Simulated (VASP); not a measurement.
Here is a VASP 6.6.1 calculation.

File INCAR:

```
SYSTEM = HfB2
PREC = Accurate
ENCUT = 520
EDIFF = 1E-6
ISMEAR = 1
SIGMA = 0.1
LREAL = .FALSE.
LASPH = .TRUE.
NELM = 60
ALGO = Normal
ISIF = 2
LWAVE = .FALSE.
LCHARG = .TRUE.
GGA = PE
LVHAR = .TRUE.
```

The input KPOINTS:

```
regular mesh
0
G
  16 16 12
  0 0 0
```

POSCAR

```
HfB2                                    
1.0
    3.1429031687      0.0000000000      0.0000000000
   -1.5714515844      2.7218339819      0.0000000000
    0.0000000000     -0.0000000000      3.4867286502
  Hf              B             
     1     2
Direct
     0.0000000000000000    0.0000000000000000    0.0000000000000000
     0.3333333300000021    0.6666666699999979    0.5000000000000000
     0.6666666699999979    0.3333333300000021    0.5000000000000000
```

Potentials or basis: VASP PAW PBE potentials, release 64 (Hf_pv, B).

Run with:

```bash
$ cat potpaw_PBE.64/Hf_pv/POTCAR potpaw_PBE.64/B/POTCAR > POTCAR
$ mpirun -np 1 vasp_std > vasp.out
```

Task: Predict the band gap on the k mesh.

Result: None (metal or under the smearing width).

Task: Predict the pressure.

Result: 0.0 GPa.

The run has no spin-orbit coupling, so splittings on Hf are missing.
